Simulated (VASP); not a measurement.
# TaGa: structure and properties in VASP, part 3 of 3

Wanted: the relaxed cell of TaGa and its properties. The cell is invented: it takes the structure of a Materials Project entry for VGa (space group 187 there), with some of its atoms replaced by other elements, volume scaled by an estimate. It may not be a known or stable phase.

VASP 6.6.1; PW91; plane waves and PAW (Ta_pv, Ga_d); invented cell.

Still holding for the runs below: The k-mesh is coarse for a metal.

So far. Step 3 (Relaxing cell and atoms (PW91)): It ends with forces that vanish by symmetry and a pressure of 0.01 GPa. Step 4 (Density, ELF and potential (PW91)): In this run the pressure is -0.01 GPa, small enough to go on. The relaxed cell has a = 2.955, c = 4.555 Å (conventional setting).

**5. Band structure (PW91)**

Levels along the symmetry lines show where the bands peak and cross; KPOINTS_OPT computes them in the converged potential.

The input, INCAR:

```
SYSTEM = TaGa
PREC = Accurate
ENCUT = 400
EDIFF = 1E-06
NELM = 100
ISMEAR = -1
SIGMA = 0.05
LREAL = .FALSE.
ALGO = Normal
GGA = 91
NBANDS = 24
LORBIT = 11
LWAVE = .FALSE.
LCHARG = .FALSE.
```

The input, POSCAR:

```
TaGa
1.0
    2.9552379592      0.0000000000      0.0000000000
   -1.4776189796      2.5593107660      0.0000000000
    0.0000000000      0.0000000000      4.5547920310
Ta Ga
1 1
Direct
    0.6666666700      0.3333333300      0.0000000000
    0.0000000000      0.0000000000      0.5000000000
```

The input, KPOINTS:

```
Automatic mesh
0
Gamma
8 8 4
0 0 0
```

The input, KPOINTS_OPT:

```
Line mode
16
Line-mode
Reciprocal
  0.00000000   0.00000000   0.00000000 GAMMA
  0.50000000   0.00000000   0.00000000 M

  0.50000000   0.00000000   0.00000000 M
  0.33333333   0.33333333   0.00000000 K

  0.33333333   0.33333333   0.00000000 K
  0.00000000   0.00000000   0.00000000 GAMMA

  0.00000000   0.00000000   0.00000000 GAMMA
  0.00000000   0.00000000   0.50000000 A

  0.00000000   0.00000000   0.50000000 A
  0.50000000   0.00000000   0.50000000 L

  0.50000000   0.00000000   0.50000000 L
  0.33333333   0.33333333   0.50000000 H

  0.33333333   0.33333333   0.50000000 H
  0.00000000   0.00000000   0.50000000 A

  0.50000000   0.00000000   0.50000000 L
  0.50000000   0.00000000   0.00000000 M

  0.33333333   0.33333333   0.00000000 K
  0.33333333   0.33333333   0.50000000 H
```

Potentials, in the order of the species: Ta_pv and Ga_d (PBE family, release 64).

Started as:

```
> mpirun -np 1 vasp_std
```

Log:

```text
[... set-up lines as in an earlier step ...]
 entering main loop
       N       E                     dE             d eps       ncg     rms          rms(c)
DAV:   1     0.150775601044E+03    0.15078E+03   -0.10342E+04  1600   0.136E+03
DAV:   2    -0.520805461607E+01   -0.15598E+03   -0.14890E+03  1528   0.346E+02
DAV:   3    -0.155665246265E+02   -0.10358E+02   -0.10275E+02  1816   0.699E+01
DAV:   4    -0.156890421066E+02   -0.12252E+00   -0.12249E+00  1560   0.805E+00
DAV:   5    -0.156904524787E+02   -0.14104E-02   -0.14103E-02  1776   0.898E-01    0.128E+01
DAV:   6    -0.151093411706E+02    0.58111E+00   -0.77905E-01  1656   0.609E+00    0.564E+00
DAV:   7    -0.149744485670E+02    0.13489E+00   -0.24118E-01  1736   0.411E+00    0.110E+00
DAV:   8    -0.149691281513E+02    0.53204E-02   -0.14606E-02  1592   0.836E-01    0.269E-01
DAV:   9    -0.149685666399E+02    0.56151E-03   -0.12865E-03  1832   0.365E-01    0.587E-02
DAV:  10    -0.149685567759E+02    0.98640E-05   -0.12369E-04  1752   0.123E-01    0.194E-02
DAV:  11    -0.149685576600E+02   -0.88403E-06   -0.41786E-06  1584   0.138E-02
   1 F= -.14968558E+02 E0= -.14966242E+02  d E =-.463099E-02
 Start KPOINTS_OPT (optional k-point list driver)
k-point batch [1-30\144]
       N       E                     dE             ncg
DAV:   1    -0.174071950517E+04   -0.21020E+05     1592
DAV:   2    -0.656211733673E+04   -0.48214E+04     1608
DAV:   3    -0.688365172065E+04   -0.32153E+03     1784
DAV:   4    -0.688763703992E+04   -0.39853E+01     1448
DAV:   5    -0.688768922547E+04   -0.52186E-01     1720
DAV:   6    -0.688769073738E+04   -0.15119E-02     1672
DAV:   7    -0.688769078332E+04   -0.45939E-04     1720
DAV:   8    -0.688769078414E+04   -0.81832E-06     1152
[...]
k-point batch [121-144\144]
       N       E                     dE             ncg
DAV:   1     0.422169549585E+04   -0.24539E+05     1280
DAV:   2     0.519376743134E+03   -0.37023E+04     1288
DAV:   3     0.285887353250E+03   -0.23349E+03     1344
DAV:   4     0.283180988204E+03   -0.27064E+01     1256
DAV:   5     0.283145184226E+03   -0.35804E-01     1416
DAV:   6     0.283144392068E+03   -0.79216E-03     1376
DAV:   7     0.283144363845E+03   -0.28223E-04     1352
DAV:   8     0.283144363058E+03   -0.78640E-06      976
```

Run time: 23 s. Hardware: 1 MPI rank of Intel Xeon 6975P-C (Granite Rapids), shared host; peak memory 0.16 GiB.

OUTCAR, selected parts (step 5):

```text
   k-points           NKPTS =     30   k-points in BZ     NKDIM =     30   number of bands    NBANDS=     24

   NELECT =      24.0000    total number of electrons

 E-fermi :   5.9807

 k-point     1 :       0.0000    0.0000    0.0000
  band No.  band energies     occupation
    ...
      7      -8.2370      2.00000
      8      -8.2370      2.00000
      9      -4.3063      2.00000
     10       2.1569      2.00000
     11       4.4794      2.00000
     12       6.8440      0.00000
     13       6.8440      0.00000
     14       9.6144      0.00000
     15       9.6144      0.00000
     16      11.4548      0.00000
    ...

  Total       -0.0037926     -0.0037926     -0.0043662      0.0000000      0.0000000     -0.0000000
  in kB       -0.1763874     -0.1763873     -0.2030640      0.0000000      0.0000000     -0.0000000
  external PRESSURE =      -0.1852795 kB  Pullay stress =       0.0000000 kB

 POSITION                                       TOTAL-FORCE (eV/Angst)
 -----------------------------------------------------------------------------------
      1.47762      0.85310      0.00000        -0.000000     -0.000000      0.000000
      0.00000      0.00000      2.27740         0.000000      0.000000      0.000000
 -----------------------------------------------------------------------------------
    total drift:                               -0.000003      0.000004     -0.000000

  FREE ENERGIE OF THE ION-ELECTRON SYSTEM (eV)
  ---------------------------------------------------
  free  energy   TOTEN  =       -14.9685576600 eV

  energy  without entropy=      -14.9639266691  energy(sigma->0) =      -14.96624216

[... 7 parts as in an earlier step ...]

[... 9 further parts left out ...]
```

Spin-orbit coupling is off here; with elements this heavy it splits and shifts levels by tenths of an eV or more.

This step gave:

- SCF cycles: 11
- bands: 24
- pressure: -0.01853 GPa

The electronic bands at the labelled points (eV, zero at the Fermi level; # counts the bands kept, so #1 is VASP's band 9):

```tsv
point	#1	#2	#3	#4	#5	#6	#7	#8
Γ	-10.29	-3.82	-1.50	0.86	0.86	3.63	3.63	5.47
0.47 of the way	-8.90	-2.36	-2.11	-0.43	2.57	3.08	4.36	4.43
M	-5.21	-3.67	-2.75	-2.10	2.50	5.23	5.80	6.06
0.47 of the way	-4.70	-3.37	-2.44	-1.63	1.04	3.51	3.55	6.35
K	-3.54	-2.74	-1.88	-1.80	-0.41	2.07	2.19	5.65
0.47 of the way	-7.91	-2.27	-1.38	-1.16	2.11	2.61	4.86	5.35
Γ	-10.29	-3.82	-1.50	0.86	0.86	3.63	3.63	5.47
0.47 of the way	-9.80	-5.07	-1.34	0.91	0.91	3.52	3.52	6.90
A	-8.76	-6.80	-1.24	0.97	0.97	3.39	3.39	8.86
0.53 of the way	-7.53	-4.61	-0.87	0.34	0.52	2.30	3.22	5.95
L	-5.36	-3.46	-2.74	0.39	1.22	1.59	3.67	6.22
0.47 of the way	-5.03	-2.71	-2.61	0.18	0.59	1.15	3.94	6.35
H	-4.24	-2.81	-1.45	-0.47	-0.30	1.29	4.68	4.78
0.47 of the way	-7.12	-3.88	-0.93	0.39	0.49	0.84	4.15	6.58
A	-8.76	-6.80	-1.24	0.97	0.97	3.39	3.39	8.86
jump to L	-5.36	-3.46	-2.74	0.39	1.22	1.59	3.67	6.22
0.47 of the way	-5.07	-4.26	-2.33	-0.80	1.93	2.31	4.85	6.21
M	-5.21	-3.67	-2.75	-2.10	2.50	5.23	5.80	6.06
jump to K	-3.54	-2.74	-1.88	-1.80	-0.41	2.07	2.19	5.65
0.47 of the way	-3.90	-2.37	-2.09	-1.59	-0.34	2.91	3.22	4.09
H	-4.24	-2.81	-1.45	-0.47	-0.30	1.29	4.68	4.78
```

Of the projections kept (Ta, Ga), the largest for each band there; the rest of the weight can lie on other orbitals:

```tsv
point	#1	#2	#3	#4	#5	#6	#7	#8
Γ	Ga 0.76	Ta 0.86	Ga 0.69	Ta 0.98	Ta 0.98	Ta 0.99	Ta 0.99	Ta 0.76
M	Ga 0.59	Ga 0.83	Ta 0.76	Ta 0.86	Ta 0.96	Ga 0.62	Ta 0.67	Ta 0.77
K	Ga 0.74	Ga 0.52	Ta 0.54	Ta 0.72	Ta 0.91	Ta 0.66	Ta 0.65	Ta 0.90
Γ	Ga 0.76	Ta 0.86	Ga 0.69	Ta 0.98	Ta 0.98	Ta 0.99	Ta 0.99	Ta 0.76
A	Ga 0.91	Ta 0.76	Ta 0.87	Ta 0.99	Ta 0.99	Ta 0.95	Ta 0.95	Ga 0.62
L	Ga 0.66	Ta 0.90	Ga 0.88	Ta 0.70	Ta 0.84	Ta 0.85	Ta 0.62	Ta 1.00
```

The electronic bands as a text plot (rows in eV, shown from -8.0 to 6.6 only):

```
    6.3 |    *******  * *                 ****  * **    *****
    5.7 |**     **  **   *   ***         *   *   *         ***
    5.1 |  *  ****       ****          **     *****       * *
    4.5 |   ****          **            *    ****        *    * *
    3.9 |***  *   *     *   ****       * ****      *    *  *   *
    3.3 | ****     *   *   **   *****                 **      *
    2.6 |   *****  **    **         ***             ***   * ****
    2.0 |  *     *  ****** *         * **           **    ** *
    1.4 | *       *     *   *       *   *********   * * **      *
    0.8 |*             *     ******** **    *    ***   *
    0.2 | **       *  *     *        **   ****   *** ** **
   -0.4 |   **      ** ** **           * *    ***   *        ****
   -1.0 |     *          *       ********        *** ***  *     *
   -1.6 |***   *  ***** **  *****             ***          * ****
   -2.2 |   **  ***** ******             *   *  **       ******
   -2.8 |  *  ****  **     *              ******        *   ** **
   -3.4 | *     **** *      *           ****      *     *   **
   -4.0 |*          *        ***       *           *     ***  ***
   -4.7 |         **  *                      ****
   -5.3 |       **              *     *   ***       *   *****
   -5.9 |              *             *   *       *   *
   -6.5 |      *        *        ****   *         *   **
   -7.1 |     *                        *           *
   -7.7 |                *            *             *
         Γ      M    K        Γ   A       L    H       A|L M|K  H
```

There is no gap at this level.

**6. Density of states (PW91)**

Here the states are counted by energy and projected on the atoms. The mesh is finer than in the run before.

Edit INCAR of step 5 so:

```diff
@@ -5,3 +5,3 @@
 NELM = 100
-ISMEAR = -1
+ISMEAR = -5
 SIGMA = 0.05
@@ -14 +14,2 @@
 LCHARG = .FALSE.
+NEDOS = 2001
```

POSCAR is that of step 5.

The input, KPOINTS:

```
Automatic mesh
0
Gamma
11 11 6
0 0 0
```

Started as:

```
> mpirun -np 1 vasp_std
```

Log:

```text
[... set-up lines as in an earlier step ...]
 entering main loop
       N       E                     dE             d eps       ncg     rms          rms(c)
DAV:   1     0.146084935329E+03    0.14608E+03   -0.10426E+04  3488   0.136E+03
DAV:   2    -0.559389993498E+01   -0.15168E+03   -0.14526E+03  3272   0.342E+02
DAV:   3    -0.155343316882E+02   -0.99404E+01   -0.98708E+01  3816   0.688E+01
DAV:   4    -0.156540536161E+02   -0.11972E+00   -0.11974E+00  3336   0.800E+00
DAV:   5    -0.156555283525E+02   -0.14747E-02   -0.14760E-02  3816   0.918E-01    0.128E+01
DAV:   6    -0.150848388878E+02    0.57069E+00   -0.72226E-01  3464   0.608E+00    0.569E+00
DAV:   7    -0.149449945447E+02    0.13984E+00   -0.26536E-01  3616   0.416E+00    0.109E+00
DAV:   8    -0.149405785588E+02    0.44160E-02   -0.13214E-02  3368   0.884E-01    0.304E-01
DAV:   9    -0.149398027751E+02    0.77578E-03   -0.16844E-03  3808   0.386E-01    0.521E-02
DAV:  10    -0.149397912812E+02    0.11494E-04   -0.16639E-04  3728   0.126E-01    0.224E-02
DAV:  11    -0.149397910764E+02    0.20481E-06   -0.57087E-06  3552   0.162E-02
   1 F= -.14939791E+02 E0= -.14939791E+02  d E =0.000000E+00
 -----------------------------------------------------------------------------
|                                                                             |
|           W    W    AA    RRRRR   N    N  II  N    N   GGGG   !!!           |
|           W    W   A  A   R    R  NN   N  II  NN   N  G    G  !!!           |
|           W    W  A    A  R    R  N N  N  II  N N  N  G       !!!           |
|           W WW W  AAAAAA  RRRRR   N  N N  II  N  N N  G  GGG   !            |
|           WW  WW  A    A  R   R   N   NN  II  N   NN  G    G                |
|           W    W  A    A  R    R  N    N  II  N    N   GGGG   !!!           |
|                                                                             |
|     Tetrahedron method does not include variations of the Fermi             |
|     occupations, so forces and stress will be inaccurate. We suggest        |
|     using a different smearing scheme ISMEAR = 1 or 2 for metals in         |
|     relaxations.                                                            |
|                                                                             |
 -----------------------------------------------------------------------------
```

The job ended after 12 s (1 MPI rank; peak memory 0.16 GiB).

From OUTCAR (step 6):

```text
   k-points           NKPTS =     64   k-points in BZ     NKDIM =     64   number of bands    NBANDS=     24

   NELECT =      24.0000    total number of electrons

 E-fermi :   6.0875

 k-point     1 :       0.0000    0.0000    0.0000
  band No.  band energies     occupation
    ...
      7      -8.2660      2.00000
      8      -8.2660      2.00000
      9      -4.3205      2.00000
     10       2.1855      2.00000
     11       4.4744      2.00000
     12       6.8852      0.00000
     13       6.8852      0.00000
     14       9.6380      0.00000
     15       9.6380      0.00000
     16      11.4547      0.00000
    ...

  Total        0.0041366      0.0041366      0.1479989      0.0000000      0.0000000      0.0000000
  in kB        0.1923863      0.1923863      6.8831140      0.0000000      0.0000000      0.0000000
  external PRESSURE =       2.4226289 kB  Pullay stress =       0.0000000 kB

 POSITION                                       TOTAL-FORCE (eV/Angst)
 -----------------------------------------------------------------------------------
      1.47762      0.85310      0.00000         0.000000     -0.000000      0.000000
      0.00000      0.00000      2.27740        -0.000000      0.000000      0.000000
 -----------------------------------------------------------------------------------
    total drift:                               -0.000003      0.000004     -0.000000

  FREE ENERGIE OF THE ION-ELECTRON SYSTEM (eV)
  ---------------------------------------------------
  free  energy   TOTEN  =       -14.9397910764 eV

  energy  without entropy=      -14.9397910764  energy(sigma->0) =      -14.93979108

[... 6 parts as in an earlier step ...]

[... 10 further parts left out ...]
```

With tetrahedra the forces and stress of a metal are not exact derivatives of the energy.

Numbers from this step:

```yaml
irreducible_k_points: 64
free_energy_toten: -14.94 eV
fermi_energy: 6.088 eV
pressure: 0.2423 GPa
dos_at_the_fermi_level: 1.172 states/eV/cell
```

The density of states has structure finer than the step of the table below, so its rows give means over 1 eV, whole bins alone (the curve runs from -12.0 to 7.95 eV). Peaks (eV: height): total -2.0: 1.99, -0.9: 2.36, 2.8: 1.92, 3.8: 2.27; Ta d -0.9: 1.02, 2.1: 1.14, 2.8: 1.19, 3.8: 1.05; Ga p -2.0: 0.282, -0.6: 0.224, 3.8: 0.238, 7.2: 0.268; Ga s -5.6: 0.246, -5.1: 0.217, 2.5: 0.103, 3.8: 0.242; Ta p -0.6: 0.148, 3.8: 0.0719, 4.9: 0.055, 7.4: 0.0545.

States under -12.0 eV and over 7.9 eV are left out. The density of states by energy, zero at the Fermi level; means over each step; values in states/eV/cell:

```tsv
energy (eV)	total	Ta d	Ga p	Ga s	Ta p	Ta s
-11	0	0	0	0	0	0
-10	0.0970	6.2e-4	0.00115	0.0382	9.6e-4	0.00961
-9	0.284	0.00351	0.00713	0.116	0.00649	0.0186
-8	0.346	0.0101	0.0159	0.137	0.00904	0.0166
-7	0.373	0.0213	0.0240	0.138	0.00910	0.0156
-6	0.537	0.0527	0.0372	0.171	0.0109	0.0329
-5	0.541	0.0654	0.0375	0.150	0.0133	0.0450
-4	0.659	0.142	0.0732	0.0437	0.0204	0.0794
-3	1.15	0.335	0.161	0.0424	0.0345	0.0719
-2	1.49	0.583	0.209	0.0335	0.0509	0.0144
-1	1.86	0.777	0.186	0.0438	0.0944	0.0206
0	1.07	0.544	0.0772	0.0136	0.0417	0.00640
1	1.02	0.620	0.0573	0.0119	0.0161	0.00875
2	1.61	0.980	0.103	0.0448	0.0205	0.0257
3	1.55	0.920	0.104	0.0736	0.0295	0.0315
4	1.37	0.623	0.146	0.146	0.0472	0.0289
5	1.09	0.461	0.162	0.0856	0.0454	0.0258
6	0.921	0.422	0.147	0.0621	0.0301	0.0248
7	1.15	0.453	0.232	0.0517	0.0418	0.0537
```

The finer mesh and the other smearing move the Fermi level by +0.11 eV from the 8×8×4 run, one measure of the sampling error in the zero of the bands above. Of the states within 0.3 eV of the Fermi level, the largest shares in the PAW spheres are Ta d 53 % and Ga p 7 %. The rest lies in smaller channels or between the spheres.

**7. What came out**

```yaml
relaxed_volume: 17.22 Å³/atom
relaxed_conventional_cell_a_b_c: 2.955, 2.955, 4.555 Å; angles 90.0, 90.0, 120.0°
space_group_after_relaxing_within_0p02_a: P-6m2 (No. 187)
band_gap: none, a metal
dos_at_the_fermi_level: 1.17 states/eV/cell
```

In words: With PW91, TaGa relaxes to 17.22 Å³/atom in space group P-6m2 (held by the symmetry of the run) and comes out as a metal. Band structure (PW91): Of the bands kept, 2 cross the Fermi level on this path. Spin-orbit coupling is left out, and with elements this heavy it would split and shift bands near the Fermi level. The k-sampling is coarse for a metal, so the Fermi level, pressures and the shape of the cell carry errors. No search among competing phases was made. All values are for a static lattice at zero temperature.

[Lines on the potential files, build, host, timing and source positions are cut from VASP's logs without a mark.]

[Logs are printed without paths, hosts, clocks, repeated set-up lines and the standing remarks that a program may print on its own settings, such as how far it seeks lower states.]

[Hosts, paths, dates, database ids (printed as entryN), source tags and the programs' standing remarks are cut or masked in the printed files.]

[A measured line is paired with the nearest computed mode of its activity, which favours agreement.]
